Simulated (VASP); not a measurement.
Level of theory: PBEsol GGA, VASP's PBE PAW potentials (set 64) (plane waves; VASP).

VASP ran on this input.

KPOINTS:
```
Automatic mesh
0
Gamma
7 7 7
0 0 0
```

INCAR:
```
ALGO=Normal
ENCUT=400
SYSTEM=Pt3Ti
ISMEAR=1   ! Methfessel-Paxton
EDIFF=1E-6
SIGMA=0.1   ! width (eV)
LCHARG=F
GGA=PS   ! PBEsol
LASPH=T   ! aspherical one-centre terms
LWAVE=F
LMAXMIX=6
NSW=60
PREC=Accurate
IBRION=2   ! conjugate gradients
NELM=100   ! most electronic steps
LREAL=F   ! projection in real space or not
EDIFFG=-0.02   ! ionic stop
ISIF=3   ! ions, shape and volume
```

File POSCAR:
```
Pt3Ti
1.0
  3.8978672698   0.0000000000   0.0000000000
  0.0000000000   3.8978672698   0.0000000000
  0.0000000000   0.0000000000   3.8978672698
Ti Pt
1 3
direct
  0.0000000000   0.0000000000   0.0000000000
  0.0000000000   0.5000000000   0.5000000000
  0.5000000000   0.0000000000   0.5000000000
  0.5000000000   0.5000000000   0.0000000000
```

POTCAR, in this order: Ti_sv Pt (PBE.64 set). Program: vasp_std.

Output of the run:

OSZICAR:
```
       N       E                     dE             d eps       ncg     rms          rms(c)
DAV:   1     0.333464821215E+03    0.33346E+03   -0.18339E+04  1000   0.152E+03
DAV:   2    -0.852704225288E+01   -0.34199E+03   -0.33555E+03  1102   0.404E+02
DAV:   3    -0.354269513819E+02   -0.26900E+02   -0.26260E+02  1429   0.100E+02
DAV:   4    -0.361655914637E+02   -0.73864E+00   -0.73534E+00  1207   0.180E+01
DAV:   5    -0.361923817309E+02   -0.26790E-01   -0.26769E-01  1426   0.322E+00    0.234E+01
DAV:   6    -0.338958814920E+02    0.22965E+01   -0.19495E+01  1407   0.334E+01    0.131E+01
DAV:   7    -0.337716764106E+02    0.12421E+00   -0.26662E+01  1402   0.320E+01    0.104E+01
DAV:   8    -0.328935251807E+02    0.87815E+00   -0.18440E+00  1407   0.107E+01    0.459E+00
DAV:   9    -0.328346987676E+02    0.58826E-01   -0.23987E+00  1460   0.841E+00    0.284E+00
DAV:  10    -0.327459477175E+02    0.88751E-01   -0.62109E-01  1429   0.532E+00    0.237E-01
DAV:  11    -0.327484781910E+02   -0.25305E-02   -0.13388E-02  1374   0.876E-01    0.485E-01
DAV:  12    -0.327465421344E+02    0.19361E-02   -0.99624E-03  1461   0.569E-01    0.954E-02
DAV:  13    -0.327465372783E+02    0.48560E-05   -0.19574E-04  1140   0.109E-01    0.396E-02
DAV:  14    -0.327465529317E+02   -0.15653E-04   -0.92207E-05  1489   0.701E-02    0.552E-02
DAV:  15    -0.327465317186E+02    0.21213E-04   -0.59130E-05  1503   0.495E-02    0.133E-02
DAV:  16    -0.327465304488E+02    0.12697E-05   -0.67268E-06  1336   0.161E-02    0.324E-03
DAV:  17    -0.327465304084E+02    0.40407E-07   -0.51053E-07   567   0.536E-03
   1 F= -.32746530E+02 E0= -.32746240E+02  d E =-.327465E+02
```

OUTCAR:
```
------------------------ aborting loop because EDIFF is reached ----------------------------------------
  FORCE on cell =-STRESS in cart. coord.  units (eV):
  Direction    XX          YY          ZZ          XY          YZ          ZX
  --------------------------------------------------------------------------------------
  Total       -0.0254657     -0.0254657     -0.0254657      0.0000000      0.0000000     -0.0000000
  in kB       -0.6889451     -0.6889451     -0.6889451      0.0000000      0.0000000     -0.0000000
  external PRESSURE =      -0.6889451 kB  Pullay stress =       0.0000000 kB
  volume of cell :       59.22
      direct lattice vectors                 reciprocal lattice vectors
     3.897867270  0.000000000  0.000000000     0.256550552  0.000000000  0.000000000
     0.000000000  3.897867270  0.000000000     0.000000000  0.256550552  0.000000000
     0.000000000  0.000000000  3.897867270     0.000000000  0.000000000  0.256550552
 POSITION                                       TOTAL-FORCE (eV/Angst)
 -----------------------------------------------------------------------------------
      0.00000      0.00000      0.00000         0.000000      0.000000      0.000000
      0.00000      1.94893      1.94893         0.000000      0.000000      0.000000
      1.94893      0.00000      1.94893         0.000000      0.000000      0.000000
      1.94893      1.94893      0.00000         0.000000      0.000000      0.000000
 -----------------------------------------------------------------------------------
    total drift:                                0.000000      0.000000      0.000000
  FREE ENERGIE OF THE ION-ELECTRON SYSTEM (eV)
  ---------------------------------------------------
  free  energy   TOTEN  =       -32.7465304084 eV

  energy  without entropy=      -32.7456602456  energy(sigma->0) =      -32.74624035

 reached required accuracy - stopping structural energy minimisation
```
(Selected blocks of OUTCAR.)

The compound is Pt3Ti in the L1_2 structure. It was relaxed first. The start is the result of an earlier pass.
